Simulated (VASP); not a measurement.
Pd:

```
Pd
1.0
     0.00000    1.94650    1.94650
     1.94650    0.00000    1.94650
     1.94650    1.94650    0.00000
Pd
1
Direct
  0.00000 0.00000 0.00000
```

| Property | Result |
| --- | --- |
| Program | VASP 6.6.1 |
| Task | relaxation of cell and atoms |
| Functional | PBE |
| Potentials or basis | VASP PAW PBE potentials, release 64 (Pd) |
| Cutoff | 600 eV |
| k mesh | 18 × 18 × 18 |
| Occupations | gaussian, width 0.1 eV |
| Spin | no spin polarisation |

At the start: pressure 6.7 GPa; volume 14.75 Å³/atom.

Problem. Where does the relaxation end?

Solution. Over 15 steps the energy falls by 10.6 meV/atom and the volume is 15.28 Å³/atom (+3.6 %); space group Fm-3m (No. 225, to 0.05 Å).

Step by step:
| step | energy change (eV) | largest force (eV/Å) | pressure (GPa) | volume (Å³) |
| --- | --- | --- | --- | --- |
| 1 | 0.0000 | 0.0000 | 6.65 | 14.75 |
| 2 | 0.0098 | 0.0000 | -7.59 | 16.10 |
| 3 | -0.0106 | 0.0000 | -0.06 | 15.29 |
| 4 | -0.0106 | 0.0000 | 0.06 | 15.28 |
| 5 | -0.0106 | 0.0000 | 0.06 | 15.28 |
| 6 | -0.0106 | 0.0000 | 0.05 | 15.28 |
| 7 | -0.0106 | 0.0000 | 0.05 | 15.28 |
| 8 | -0.0106 | 0.0000 | 0.05 | 15.28 |
| 9 | -0.0106 | 0.0000 | 0.05 | 15.28 |
| 10 | -0.0106 | 0.0000 | 0.05 | 15.28 |
| 11 | -0.0106 | 0.0000 | 0.05 | 15.28 |
| 12 | -0.0106 | 0.0000 | 0.05 | 15.28 |
| 13 | -0.0106 | 0.0000 | 0.05 | 15.28 |
| 14 | -0.0106 | 0.0000 | 0.05 | 15.28 |
| 15 | -0.0106 | 0.0000 | 0.04 | 15.28 |

Final structure:
```xyz
1
Lattice="0.0000 1.9696 1.9696 1.9696 0.0000 1.9696 1.9696 1.9696 0.0000" Properties=species:S:1:pos:R:3 pbc="T T T"
Pd    0.0000    1.9696    1.9696
```
